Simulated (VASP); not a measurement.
A convergence study with VASP on HfN (rock salt): one setting is varied, all else stays as given below, so the limit is that of these other settings. Each run relaxes cell and ions from the cell shown. The basis is that of the starting cell, so low cut-offs carry a Pulay error.

```
CELL_PARAMETERS angstrom
      0.00000     2.26000     2.26000
      2.26000     0.00000     2.26000
      2.26000     2.26000     0.00000
ATOMIC_POSITIONS crystal
  Hf 0.00000 0.00000 0.00000
  N  0.50000 0.50000 0.50000
```

All values below come from PBE GGA, VASP's PBE PAW potentials (set 64) (plane waves; VASP). The tightest run used: 800 eV cut-off, 12×12×12 Γ-centred mesh, first-order Methfessel-Paxton smearing of 0.10 eV, potentials Hf_pv N.

| setting | relaxed volume (Å³/atom) | E (eV/atom) | plane waves |
|---|---|---|---|
| ENCUT = 250 | 10.541 | -11.0248 | 212 |
| ENCUT = 300 | 11.015 | -10.9105 | 290 |
| ENCUT = 350 | 11.320 | -10.8752 | 360 |
| ENCUT = 400 | 11.520 | -10.8825 | 444 |

### Question
These are the cheaper rows. Estimate the results at ENCUT = 800, and how far the last row shown lies from them.

### Answer

```
quantity                  tightest run  last row shown is off by
------------------------  ------------  ------------------------
relaxed volume (Å³/atom)        11.651                    -0.131
E (eV/atom)                   -10.8864                    0.0039
```

Left out are rungs that failed or repeat a setting and relaxations that didn't move; long series are thinned to 24 rows.

The compound is HfN in the rock salt structure. The electron count is odd and the run is not spin-polarised, which forces a metal.
